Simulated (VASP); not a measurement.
Computed with PBE GGA, VASP's PBE PAW potentials (set 64) (plane waves; VASP).

The input files of a VASP run:

**KPOINTS**
```
Automatic mesh
0
gamma
 13 13 13
0 0 0
```

### POSCAR
```
TiSe
1
    3.2022212874     0.0000000000    -0.0000000000
   -0.0000000000     3.2022212874     0.0000000000
    0.0000000000    -0.0000000000     3.2022212874
Ti Se
1 1
Direct
  0.0000000000   0.0000000000   0.0000000000
  0.5000000000   0.5000000000   0.5000000000
```

**INCAR**
```
ALGO  =  Normal
EDIFF  =  1E-7
ENCUT  =  400
GGA  =  PE
ISIF  =  2
ISMEAR  =  -5
LASPH  =  T
LCHARG  =  T
LMAXMIX  =  4
LORBIT  =  11
LREAL  =  F
LWAVE  =  F
NEDOS  =  601
NELM  =  100
PREC  =  Accurate
SYSTEM  =  TiSe
```

POTCAR, in this order: Ti_sv Se (PBE.64 set). Program: vasp_std.

Output

**OUTCAR**
```
 ion  position               nearest neighbor table
   1  0.000  0.000  0.000-   2 2.77   2 2.77   2 2.77   2 2.77   2 2.77   2 2.77   2 2.77   2 2.77
  LATTYP: Found a simple cubic cell.
 ALAT       =     3.2022212874
 Subroutine PRICEL returns:
 Original cell was already a primitive cell.
 Subroutine GETGRP returns: Found 48 space group operations
The static configuration has the point symmetry O_h .
The dynamic configuration has the point symmetry O_h .
 Subroutine INISYM returns: Found 48 space group operations
 Subroutine IBZKPT returns following result:
 Found     84 irreducible k-points:

 Following reciprocal coordinates:
            Coordinates               Weight
  0.000000  0.000000  0.000000      1.000000
  0.076923  0.000000  0.000000      6.000000
  0.153846  0.000000  0.000000      6.000000
  0.230769  0.000000  0.000000      6.000000
  0.307692  0.000000  0.000000      6.000000
  0.384615  0.000000  0.000000      6.000000
  0.461538  0.000000  0.000000      6.000000
  0.076923  0.076923  0.000000     12.000000
  0.153846  0.076923  0.000000     24.000000
  0.230769  0.076923  0.000000     24.000000
  0.307692  0.076923  0.000000     24.000000
  0.384615  0.076923  0.000000     24.000000
  0.461538  0.076923  0.000000     24.000000
  0.153846  0.153846  0.000000     12.000000
  0.230769  0.153846  0.000000     24.000000
  0.307692  0.153846  0.000000     24.000000
  0.384615  0.153846  0.000000     24.000000
  0.461538  0.153846  0.000000     24.000000
  0.230769  0.230769  0.000000     12.000000
  0.307692  0.230769  0.000000     24.000000
  0.384615  0.230769  0.000000     24.000000
  0.461538  0.230769  0.000000     24.000000
  0.307692  0.307692  0.000000     12.000000
  0.384615  0.307692  0.000000     24.000000
  0.461538  0.307692  0.000000     24.000000
...
```

**OSZICAR**
```
       N       E                     dE             d eps       ncg     rms          rms(c)
DAV:   1     0.126029555427E+03    0.12603E+03   -0.80243E+03  2189   0.126E+03
DAV:   2    -0.443619575623E+01   -0.13047E+03   -0.12792E+03  2264   0.341E+02
DAV:   3    -0.141846206606E+02   -0.97484E+01   -0.95957E+01  3149   0.879E+01
DAV:   4    -0.145100027613E+02   -0.32538E+00   -0.32462E+00  2696   0.150E+01
DAV:   5    -0.145213266175E+02   -0.11324E-01   -0.11297E-01  3210   0.244E+00    0.972E+00
DAV:   6    -0.131146591237E+02    0.14067E+01   -0.85735E+00  3120   0.332E+01    0.353E+00
DAV:   7    -0.130348780504E+02    0.79781E-01   -0.69283E-01  2808   0.982E+00    0.223E+00
DAV:   8    -0.130323370486E+02    0.25410E-02   -0.12979E-01  2448   0.377E+00    0.659E-01
DAV:   9    -0.130260244162E+02    0.63126E-02   -0.34971E-02  2630   0.236E+00    0.165E-01
DAV:  10    -0.130261903313E+02   -0.16592E-03   -0.12182E-03  2710   0.338E-01    0.821E-02
DAV:  11    -0.130261626680E+02    0.27663E-04   -0.60978E-04  2938   0.281E-01    0.389E-02
DAV:  12    -0.130261465641E+02    0.16104E-04   -0.33203E-05  2566   0.634E-02    0.177E-02
DAV:  13    -0.130261429673E+02    0.35968E-05   -0.38122E-06  3006   0.188E-02    0.177E-03
DAV:  14    -0.130261426243E+02    0.34303E-06   -0.16969E-07  1918   0.372E-03    0.667E-04
DAV:  15    -0.130261428219E+02   -0.19757E-06   -0.28259E-08  1092   0.215E-03    0.208E-04
DAV:  16    -0.130261428350E+02   -0.13143E-07   -0.51351E-09  1092   0.660E-04
   1 F= -.13026143E+02 E0= -.13026143E+02  d E =0.000000E+00
```

File OUTCAR:
```
------------------------ aborting loop because EDIFF is reached ----------------------------------------
  FORCE on cell =-STRESS in cart. coord.  units (eV):
  Direction    XX          YY          ZZ          XY          YZ          ZX
  --------------------------------------------------------------------------------------
  Total        0.0062762      0.0062762      0.0062762      0.0000000      0.0000000     -0.0000000
  in kB        0.3062339      0.3062339      0.3062339      0.0000000      0.0000000     -0.0000000
  external PRESSURE =       0.3062339 kB  Pullay stress =       0.0000000 kB
  volume of cell :       32.84
      direct lattice vectors                 reciprocal lattice vectors
     3.202221287  0.000000000  0.000000000     0.312283228  0.000000000  0.000000000
     0.000000000  3.202221287  0.000000000     0.000000000  0.312283228  0.000000000
     0.000000000  0.000000000  3.202221287     0.000000000  0.000000000  0.312283228
 POSITION                                       TOTAL-FORCE (eV/Angst)
 -----------------------------------------------------------------------------------
      0.00000      0.00000      0.00000         0.000000      0.000000      0.000000
      1.60111      1.60111      1.60111         0.000000      0.000000      0.000000
 -----------------------------------------------------------------------------------
    total drift:                               -0.000000      0.000000      0.000000
  FREE ENERGIE OF THE ION-ELECTRON SYSTEM (eV)
  ---------------------------------------------------
  free  energy   TOTEN  =       -13.0261428350 eV

  energy  without entropy=      -13.0261428350  energy(sigma->0) =      -13.02614283

 total charge

# of ion       s       p       d       tot
------------------------------------------
    1        2.145   6.080   1.969  10.194
    2        1.452   2.395   0.070   3.917
--------------------------------------------------
tot          3.597   8.475   2.039  14.111
```
(Selected blocks of OUTCAR.)

File OUTCAR:
```
 val. band max:        9.4312417409   @ k =   0.3077   0.3077   0.3077

 cond. band min:       9.3532793114   @ k =   0.4615   0.2308   0.2308


 Fermi energy:         9.3204450902

 k-point     1 :       0.0000    0.0000    0.0000
  band No.  band energies     occupation
      1     -48.1792      2.00000
      2     -24.3926      2.00000
      3     -24.3926      2.00000
      4     -24.3926      2.00000
      5      -6.6944      2.00000
      6       7.3948      2.00000
      7       7.3949      2.00000
      8       7.5384      2.00000
      9       7.5384      2.00000
     10       7.5384      2.00000
     11      10.5302      0.00000
     12      10.5302      0.00000
     13      10.5302      0.00000

 k-point     2 :       0.0769    0.0000    0.0000
  band No.  band energies     occupation
      1     -48.1783      2.00000
      2     -24.4021      2.00000
      3     -24.3917      2.00000
      4     -24.3917      2.00000
      5      -6.6303      2.00000
      6       6.4159      2.00000
      7       7.4351      2.00000
      8       7.4750      2.00000
      9       7.4750      2.00000
     10       8.1816      2.00000
     11      10.5407      0.00000
     12      10.6414      0.00000
     13      10.6414      0.00000

 k-point     3 :       0.1538    0.0000    0.0000
  band No.  band energies     occupation
      1     -48.1758      2.00000
      2     -24.4285      2.00000
      3     -24.3892      2.00000
      4     -24.3892      2.00000
      5      -6.4448      2.00000
      6       5.1434      2.00000
      7       7.3134      2.00000
      8       7.3134      2.00000
      9       7.5509      2.00000
     10       8.7466      2.17176
     11      10.5696      0.00000
     12      10.9474      0.00000
     13      10.9474      0.00000

 k-point     4 :       0.2308    0.0000    0.0000
  band No.  band energies     occupation
      1     -48.1727      2.00000
      2     -24.4655      2.00000
      3     -24.3856      2.00000
...
```

For a metal the tetrahedron method with Blöchl corrections gives inexact stress and forces.

The structure was generated: TiSe was put into the CsCl type type (Pm-3m), which need not be its known phase. It was relaxed first, which changed the volume by -32 %.
